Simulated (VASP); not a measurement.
Output of a VASP run:

**OSZICAR**
```
       N       E                     dE             d eps       ncg     rms          rms(c)
DAV:   1     0.116890635878E+03    0.11689E+03   -0.91108E+03   910   0.126E+03
DAV:   2     0.259676295393E+01   -0.11429E+03   -0.10985E+03  1060   0.300E+02
DAV:   3    -0.244528571831E+01   -0.50420E+01   -0.50292E+01  1105   0.645E+01
DAV:   4    -0.248149685009E+01   -0.36211E-01   -0.36206E-01  1005   0.555E+00
DAV:   5    -0.248203117516E+01   -0.53433E-03   -0.53432E-03  1105   0.655E-01    0.761E+00
DAV:   6    -0.195880934299E+01    0.52322E+00   -0.10857E+00  1299   0.141E+01    0.606E+00
DAV:   7    -0.194313584198E+01    0.15674E-01   -0.18552E-01   940   0.351E+00    0.315E+00
DAV:   8    -0.194187435410E+01    0.12615E-02   -0.17586E-02   980   0.200E+00    0.257E-01
DAV:   9    -0.194152385685E+01    0.35050E-03   -0.22316E-03  1055   0.779E-01    0.726E-02
DAV:  10    -0.194158843944E+01   -0.64583E-04   -0.21602E-04   965   0.150E-01    0.694E-02
DAV:  11    -0.194161684354E+01   -0.28404E-04   -0.54107E-05   930   0.935E-02    0.160E-02
DAV:  12    -0.194161071348E+01    0.61301E-05   -0.25853E-05  1044   0.709E-02    0.651E-03
DAV:  13    -0.194161085695E+01   -0.14346E-06   -0.18615E-06   945   0.115E-02    0.302E-03
DAV:  14    -0.194161085906E+01   -0.21125E-08   -0.27276E-08   660   0.205E-03
   1 F= -.19416109E+01 E0= -.19416109E+01  d E =0.000000E+00
```

OUTCAR:
```
------------------------ aborting loop because EDIFF is reached ----------------------------------------
  FORCE on cell =-STRESS in cart. coord.  units (eV):
  Direction    XX          YY          ZZ          XY          YZ          ZX
  --------------------------------------------------------------------------------------
  Total        0.0027639      0.0027639      0.0027639      0.0000000     -0.0000000     -0.0000000
  in kB        0.0865753      0.0865753      0.0865753      0.0000000     -0.0000000     -0.0000000
  external PRESSURE =       0.0865753 kB  Pullay stress =       0.0000000 kB
  volume of cell :       51.15
      direct lattice vectors                 reciprocal lattice vectors
     0.000000000  2.946254303  2.946254303    -0.169707007  0.169707007  0.169707007
     2.946254303  0.000000000  2.946254303     0.169707007 -0.169707007  0.169707007
     2.946254303  2.946254303  0.000000000     0.169707007  0.169707007 -0.169707007
  FREE ENERGIE OF THE ION-ELECTRON SYSTEM (eV)
  ---------------------------------------------------
  free  energy   TOTEN  =        -1.9416108591 eV

  energy  without entropy=       -1.9416108591  energy(sigma->0) =       -1.94161086

 total charge

# of ion       s       p       d       tot
------------------------------------------
    1        0.426   0.311   9.561  10.297
    2        1.329   2.378   0.000   3.708
--------------------------------------------------
tot          1.755   2.689   9.561  14.005
```
(Selected blocks of OUTCAR.)

### POSCAR
```
CdS
1
    0.0000000000     2.9462543035     2.9462543035
    2.9462543035     0.0000000000     2.9462543035
    2.9462543035     2.9462543035     0.0000000000
Cd S
1 1
Direct
  0.0000000000   0.0000000000   0.0000000000
  0.2500000000   0.2500000000   0.2500000000
```

Task: Reconstruct the remaining input files.

Result: One answer among several that fit: the input of the run itself, rev-vdW-DF2, plane waves, VASP's PBE PAW potentials (set 64).

### INCAR
```
LUSE_VDW = T
ALGO = Normal   ! blocked Davidson
ZAB_VDW = -1.8867
LWAVE = F
ISIF = 2
NELM = 100   ! most electronic steps
LASPH = T   ! aspherical one-centre terms
PARAM1 = 0.1234568
NEDOS = 601
PARAM2 = 0.7114
GGA = MK
ISMEAR = -5
LMAXMIX = 4   ! l cut-off of mixed one-centre charges
LREAL = F
ENCUT = 520
LORBIT = 11   ! lm-projected
EDIFF = 1E-7
PREC = Accurate
AGGAC = 0.0
LCHARG = T
SYSTEM = CdS
```

File KPOINTS:
```
kpoints
0
gamma
9 9 9
0 0 0
```

POTCAR, in this order: Cd S (PBE.64 set). Program: vasp_std.

The compound is CdS in the zinc blende structure, a metastable form; wurtzite is the usual one. It was relaxed first.
